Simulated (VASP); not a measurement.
# Zn2PdO4 (P1) in VASP: a series of runs

Runs on Zn2PdO4. Level: PBE. Tasks: single point.

All numbers are computed with VASP 6.6.1; they aren't measurements. Logs are shortened: lines on timing, memory, paths and dates and some standing lists are left out, and cuts for length are marked.

**1. Starting point**

The typed cell holds 14 atoms: a = 5.956 Å, b = 5.955 Å, c = 5.974 Å, α = 60.51°, β = 60.03°, γ = 60.03°.

The cell was built by a generator and needn't be a form met in nature.

**2. Single point, PBE**

File INCAR:

```
SYSTEM = Zn2PdO4
ALGO = Fast
EDIFF = 1E-6
ENCUT = 520
GGA = PE
ISIF = 2
ISMEAR = -1
LASPH = .True.
LCHARG = .False.
LREAL = .False.
LWAVE = .False.
NBANDS = 71
NELM = 100
PREC = Accurate
SIGMA = 0.05
```

File KPOINTS:

```
k-points
0
Gamma
  3 3 3
  0 0 0
```

File POSCAR:

```
Zn2PdO4
1.0
    0.0009470000      4.2150700000      4.2085450000
    4.1988030000     -0.0133760000      4.2228670000
    4.2092350000      4.2398250000     -0.0238080000
Zn Pd O
4 2 8
Direct
    0.4808973619      0.4929299564      0.4891983485
    0.9895271316      0.5314111854      0.4791759164
    0.5269095471      0.4764879965      0.0010490713
    0.4628609587      0.0314714697      0.5131890164
    0.9074856428      0.8436581157      0.8836181358
    0.1110373731      0.1429566638      0.0948319537
    0.2951015387      0.2525164175      0.2111202743
    0.2902638511      0.7585285960      0.7263044177
    0.2353442929      0.2987569481      0.7079092897
    0.7512047106      0.2527600960      0.7242144379
    0.7190233142      0.2688578371      0.2479780749
    0.7089374296      0.7642972041      0.7598922947
    0.2590881502      0.7347988370      0.2662928257
    0.7505783269      0.7436344042      0.2735152195
```

Potentials or basis: VASP PAW PBE potentials, release 64 (Zn, Pd, O).

Run with:

```bash
$ cat potpaw_PBE.64/Zn/POTCAR potpaw_PBE.64/Pd/POTCAR potpaw_PBE.64/O/POTCAR > POTCAR
$ mpirun -np 1 vasp_std > vasp.out
```

OUTCAR:

```text
SYSTEM = Zn2PdO4
   EDIFF = 1E-6
   ENCUT = 520
   GGA = PE
   ISIF = 2
   ISMEAR = -1
   LASPH = .True.
   LREAL = .False.
   NELM = 100
   PREC = Accurate

 ion  position               nearest neighbor table
   1  0.481  0.493  0.489-   9 1.86  13 1.89  11 1.96  10 2.14   8 2.15  14 2.21   4 2.73   3 2.84
                             2 2.85
   2  0.990  0.531  0.479-  14 1.89   9 2.01  13 2.01  12 2.17  10 2.19   7 2.31   1 2.85   4 2.91
                             3 2.96   3 3.04
   3  0.527  0.476  0.001-  11 1.87   7 1.93  12 2.01  10 2.12   8 2.18  13 2.20   1 2.84   4 2.90
                             2 2.96   2 3.04   6 3.21
   4  0.463  0.031  0.513-   8 1.91   9 1.95   7 2.03  12 2.09  11 2.09  14 2.23   1 2.73   3 2.90
                             2 2.91   6 3.24
   5  0.907  0.844  0.884-   8 1.87  14 1.92  12 1.99  10 2.01   6 3.43
   6  0.111  0.143  0.095-   9 1.90  11 1.91   7 2.01  13 2.01   3 3.21   4 3.24   5 3.43
   7  0.295  0.253  0.211-   3 1.93   6 2.01   4 2.03   2 2.31
   8  0.290  0.759  0.726-   5 1.87   4 1.91   1 2.15   3 2.18
   9  0.235  0.299  0.708-   1 1.86   6 1.90   4 1.95   2 2.01
  10  0.751  0.253  0.724-   5 2.01   3 2.12   1 2.14   2 2.19
  11  0.719  0.269  0.248-   3 1.87   6 1.91   1 1.96   4 2.09
  12  0.709  0.764  0.760-   5 1.99   3 2.01   4 2.09   2 2.17
  13  0.259  0.735  0.266-   1 1.89   6 2.01   2 2.01   3 2.20
  14  0.751  0.744  0.274-   2 1.89   5 1.92   1 2.21   4 2.23

  Warning from LATTYP: Got some problem with cell dimensions!
  Tried to take original basis but could not verify dimensions!
  LATTYP: Found a triclinic cell.
 ALAT       =     5.9744742142
 B/A-ratio  =     1.4071705310
 C/A-ratio  =     0.9969742838
 COS(alpha) =     0.0003195647
 COS(beta)  =     0.4994879405
 COS(gamma) =     0.7055003959

  Lattice vectors:

 A1 = (  -4.2092350000,  -4.2398250000,   0.0238080000)
 A2 = (  -8.4070910000,  -0.0113790000,   0.0094860000)
 A3 = (  -0.0009470000,  -4.2150700000,  -4.2085450000)

Analysis of symmetry for initial positions (statically):
=====================================================================
 Subroutine PRICEL returns:
 Original cell was already a primitive cell.

 Routine SETGRP: Setting up the symmetry group for a
 triclinic supercell.

 Subroutine GETGRP returns: Found  1 space group operations
 (whereof  1 operations were pure point group operations)
 out of a pool of  2 trial point group operations.

The static configuration has the point symmetry C_1 .

Analysis of symmetry for dynamics (positions and initial velocities):
=====================================================================
 Subroutine PRICEL returns:
 Original cell was already a primitive cell.

 Routine SETGRP: Setting up the symmetry group for a
 triclinic supercell.

 Subroutine GETGRP returns: Found  1 space group operations
 (whereof  1 operations were pure point group operations)
 out of a pool of  2 trial point group operations.

The dynamic configuration has the point symmetry C_1 .

 Subroutine INISYM returns: Found  1 space group operations
 (whereof  1 operations are pure point group operations),
 and found     1 'primitive' translations

----------------------------------------------------------------------------------------

                                     Primitive cell

  volume of cell :     150.4857

  direct lattice vectors                    reciprocal lattice vectors
     0.000947000  4.215070000  4.208545000    -0.118974077  0.118782073  0.118672348
     4.198803000 -0.013376000  4.222867000     0.119239538 -0.117717339  0.117873019
     4.209235000  4.239825000 -0.023808000     0.118655608  0.117398869 -0.117607586

  length of vectors
     5.956397151  5.955059299  5.974474214     0.205784203  0.204864560  0.204189109

  position of ions in fractional coordinates (direct lattice)
     0.480897362  0.492929956  0.489198348
     0.989527132  0.531411185  0.479175916
     0.526909547  0.476487996  0.001049071
     0.462860959  0.031471470  0.513189016
     0.907485643  0.843658116  0.883618136
     0.111037373  0.142956664  0.094831954
     0.295101539  0.252516417  0.211120274
     0.290263851  0.758528596  0.726304418
     0.235344293  0.298756948  0.707909290
     0.751204711  0.252760096  0.724214438
     0.719023314  0.268857837  0.247978075
     0.708937430  0.764297204  0.759892295
     0.259088150  0.734798837  0.266292826
     0.750578327  0.743634404  0.273515219

  ion indices of the primitive-cell ions
   primitive index   ion index
                 1           1
                 2           2
                 3           3
                 4           4
                 5           5
                 6           6
                 7           7
                 8           8
                 9           9
                10          10
                11          11
                12          12
                13          13
                14          14

----------------------------------------------------------------------------------------

 KPOINTS: k-points

Automatic generation of k-mesh.
 Grid dimensions read from file:
 generate k-points for:    3    3    3

 Generating k-lattice:

  Cartesian coordinates                     Fractional coordinates (reciprocal lattice)
    -0.039658026  0.039594024  0.039557449     0.333333333 -0.000000000 -0.000000000
     0.039746513 -0.039239113  0.039291006     0.000000000  0.333333333 -0.000000000
     0.039551869  0.039132956 -0.039202529     0.000000000  0.000000000  0.333333333

  Length of vectors
     0.068594734  0.068288187  0.068063036

  Shift w.r.t. Gamma in fractional coordinates (k-lattice)
     0.000000000  0.000000000  0.000000000

 Subroutine IBZKPT returns following result:
 ===========================================

 Found     14 irreducible k-points:

 Following reciprocal coordinates:
            Coordinates               Weight
  0.000000  0.000000  0.000000      1.000000
  0.333333 -0.000000 -0.000000      2.000000
 -0.000000  0.333333 -0.000000      2.000000
  0.333333  0.333333 -0.000000      2.000000
 -0.333333  0.333333  0.000000      2.000000
  0.000000  0.000000  0.333333      2.000000
  0.333333 -0.000000  0.333333      2.000000
 -0.333333  0.000000  0.333333      2.000000
  0.000000  0.333333  0.333333      2.000000
  0.333333  0.333333  0.333333      2.000000
 -0.333333  0.333333  0.333333      2.000000
  0.000000 -0.333333  0.333333      2.000000
  0.333333 -0.333333  0.333333      2.000000
 -0.333333 -0.333333  0.333333      2.000000
   k-points           NKPTS =     14   k-points in BZ     NKDIM =     14   number of bands    NBANDS=     71
   number of dos      NEDOS =    301   number of ions     NIONS =     14
   total plane-waves  NPLWV = 110592
   dimension x,y,z NGX =    48 NGY =   48 NGZ =   48
   dimension x,y,z NGXF=    96 NGYF=   96 NGZF=   96
   ions per type =               4   2   8
   NGX,Y,Z   is equivalent  to a cutoff of  13.40, 13.40, 13.36 a.u.
   NGXF,Y,Z  is equivalent  to a cutoff of  26.79, 26.80, 26.71 a.u.
 SYSTEM =  Zn2PdO4
   PREC   = accura    normal or accurate (medium, high low for compatibility)
   ISTART =      0    job   : 0-new  1-cont  2-samecut
   ICHARG =      2    charge: 1-file 2-atom 10-const
   ISPIN  =      1    spin polarized calculation?
   LNONCOLLINEAR =      F non collinear calculations
   LSORBIT =      F    spin-orbit coupling
   LASPH  =      T    aspherical Exc in radial PAW
   ENCUT  =  520.0 eV  38.22 Ry    6.18 a.u.  11.07 11.07 11.11*2*pi/ulx,y,z
   NELM   =    100;   NELMIN=  2; NELMDL= -5     # of ELM steps
   EDIFF  = 0.1E-05   stopping-criterion for ELM
   LREAL  =      F    real-space projection
   EDIFFG = 0.1E-04   stopping-criterion for IOM
   NSW    =      0    number of steps for IOM
   IBRION =     -1    ionic relax: 0-MD 1-quasi-New 2-CG
   NFREE  =      0    steps in history (QN), initial steepest desc. (CG)
   ISIF   =      2    stress and relaxation
   ISYM   =      2    0-nonsym 1-usesym 2-fastsym
   POTIM  = 0.5000    time-step for ionic-motion
   TEBEG  =    0.0;   TEEND  =   0.0 temperature during run
   PSTRESS=    0.0 pullay stress
   NELECT =     116.0000    total number of electrons
   NUPDOWN=      -1.0000    fix difference up-down
   EMIN   =  10.00;   EMAX   =-10.00  energy-range for DOS
   EFERMI =   0.00;   METHOD = LEGACY
   ISMEAR =    -1;   SIGMA  =   0.05  broadening in eV -4-tet -1-fermi 0-gaus
   EFERMI_NEDOS =   21; number of points for ismear=-14 and -15
   IALGO  =     68    algorithm
   IMIX   =      4    mixing-type and parameters
     AMIX     =   0.40;   BMIX     =  1.00
     AMIX_MAG =   1.60;   BMIX_MAG =  1.00
  volume/ion in A,a.u.               =      10.75        72.54
  Fermi-wavevector in a.u.,A,eV,Ry     =   1.501052  2.836577 30.656064  2.253157
  Thomas-Fermi vector in A             =   2.612473
   LORBIT       =      0    0 simple, 1 ext, 2 COOP (PROOUT), +10 PAW based schemes
   GGA     = PE    functional components
   LHFCALC =     F    Hartree Fock is set to
   AEXX    =    0.0000 exact exchange contribution
   IVDW    =     0    specifies the selected vdW correction
   LEPSILON=     F    determine dielectric tensor
   LRPA    =     F    only Hartree local field effects (RPA)
 non-spin polarized calculation
 RMM-DIIS sequential band-by-band and
  energy-cutoff  :      520.00
  volume of cell :      150.49
 maximum number of plane-waves:      4060
 NGX is ok and might be reduce to    48
   NGX = 23   NGY = 23   NGZ = 23

 number of electron     115.9999992 magnetization

 Free energy of the ion-electron system (eV)
  ---------------------------------------------------
  ext. energy  EPLUGINS =         0.00000000
  ---------------------------------------------------
  free energy    TOTEN  =       -62.03340905 eV

  energy without entropy =      -61.95285922  energy(sigma->0) =      -61.99313413

 E-fermi :   3.8527     XC(G=0): -11.6731

 val. band max:        3.8479313101   @ k =  -0.3333   0.0000   0.3333
 cond. band min:       3.8655924651   @ k =  -0.3333  -0.3333   0.3333
 fundamental gap:      0.0176611550
 Fermi energy:         3.8527189381

 k-point     1 :       0.0000    0.0000    0.0000
  band No.  band energies     occupation
      1     -15.7662      2.00000
      2     -14.9480      2.00000
      3     -14.7733      2.00000
      4     -14.2950      2.00000
      5     -14.0817      2.00000
      6     -13.8894      2.00000
[... 62 lines left out ...]
     69      11.5047      0.00000
     70      11.7051      0.00000

 k-point     2 :       0.3333   -0.0000   -0.0000
  band No.  band energies     occupation
      1     -15.5952      2.00000
      2     -15.0417      2.00000
      3     -14.7370      2.00000
      4     -14.3660      2.00000
      5     -14.1246      2.00000
      6     -13.9419      2.00000
[... 62 lines left out ...]
     69      12.3358      0.00000
     70      12.4626      0.00000

 k-point     3 :      -0.0000    0.3333   -0.0000
  band No.  band energies     occupation
      1     -15.5934      2.00000
      2     -14.9688      2.00000
      3     -14.8955      2.00000
      4     -14.3083      2.00000
      5     -14.1031      2.00000
      6     -13.9287      2.00000
[... 792 lines left out ...]
     69      13.2208      0.00000
     70      13.4349      0.00000

 k-point    14 :      -0.3333   -0.3333    0.3333
  band No.  band energies     occupation
      1     -15.4520      2.00000
      2     -15.0318      2.00000
      3     -14.8617      2.00000
      4     -14.3984      2.00000
      5     -14.1671      2.00000
      6     -13.9257      2.00000
[... 62 lines left out ...]
     69      13.1439      0.00000
     70      13.6207      0.00000
 [bands above 70 left out]

------------------------ aborting loop because EDIFF is reached ----------------------------------------

  FORCE on cell =-STRESS in cart. coord.  units (eV):
  Direction    XX          YY          ZZ          XY          YZ          ZX
  --------------------------------------------------------------------------------------
  -------------------------------------------------------------------------------------
  Total       12.0669806     18.4812216     18.8986784      0.0297853      0.7008616     -4.5707641
  in kB      128.4736111    196.7641589    201.2086986      0.3171156      7.4618685    -48.6635881
  external PRESSURE =     175.4821562 kB  Pullay stress =       0.0000000 kB

 VOLUME and BASIS-vectors are now :
 -----------------------------------------------------------------------------
  energy-cutoff  :      520.00
  volume of cell :      150.49
      direct lattice vectors                 reciprocal lattice vectors
     0.000947000  4.215070000  4.208545000    -0.118974077  0.118782073  0.118672348
     4.198803000 -0.013376000  4.222867000     0.119239538 -0.117717339  0.117873019
     4.209235000  4.239825000 -0.023808000     0.118655608  0.117398869 -0.117607586

 POSITION                                       TOTAL-FORCE (eV/Angst)
 -----------------------------------------------------------------------------------
      4.12932      4.09454      4.09381         1.245832      2.112052      2.657874
      4.24919      6.19544      6.39714        -0.078722      0.338171     -0.705215
      2.00559      2.21903      4.22964        -0.459332     -2.102932      0.675287
      2.29271      4.12640      2.06865        -1.588740      0.408027      0.300176
      7.26257      7.56022      7.36081         0.469316     -1.368739     -0.350413
      0.99952      0.86819      1.06874         0.097204      2.101344     -0.154963
      1.94920      2.13561      2.30327         0.542618     -0.125773     -0.636776
      6.24237      4.29274      4.40746        -0.588153      0.950382     -0.139137
      4.23440      3.98941      2.23521         0.188809     -0.968119     -0.606436
      4.11039      6.23354      4.21161        -0.001458     -0.195264      0.758748
      2.17336      4.07852      4.15549        -0.144989      0.678224     -0.819192
      6.40837      6.19981      6.19303        -0.237457     -0.219476     -0.005315
      4.20641      2.21128      4.18700         0.195389     -1.231018     -0.120563
      4.27437      4.31345      6.29260         0.359683     -0.376878     -0.854076
 -----------------------------------------------------------------------------------
    total drift:                                0.000846     -0.000134     -0.000023

  FREE ENERGIE OF THE ION-ELECTRON SYSTEM (eV)
  ---------------------------------------------------
  free  energy   TOTEN  =       -62.0334090511 eV

  energy  without entropy=      -61.9528592171  energy(sigma->0) =      -61.99313413
```

Run time: 5.1 min. Hardware: 1 thread of Intel Xeon Platinum 8375C at 2.90GHz (Ice Lake), shared host; peak memory 0.39 GiB.

Results:

- Free energy: -62.0334 eV
- Pressure: 17.5 GPa
- Largest force: 3.616 eV/Å
- Band gap on the k mesh: none (metal or under the smearing width)

Forces on the atoms (eV/Å):
```
Zn   1.246  2.112  2.658
Zn  -0.079  0.338 -0.705
Zn  -0.459 -2.103  0.675
Zn  -1.589  0.408  0.300
Pd   0.469 -1.369 -0.350
Pd   0.097  2.101 -0.155
O    0.543 -0.126 -0.637
O   -0.588  0.950 -0.139
O    0.189 -0.968 -0.606
O   -0.001 -0.195  0.759
O   -0.145  0.678 -0.819
O   -0.237 -0.219 -0.005
O    0.195 -1.231 -0.121
O    0.360 -0.377 -0.854
```

Caveat: the k mesh is coarse (spacing up to 0.43 Å⁻¹), so the values aren't converged; so large a pressure means that the cell lies far from this level's equilibrium, or that cutoff or potentials fall short; forces of over 1 eV/Å show positions far from the minimum, so gaps and moduli don't describe the material at rest.

[end of part 1 of 2]
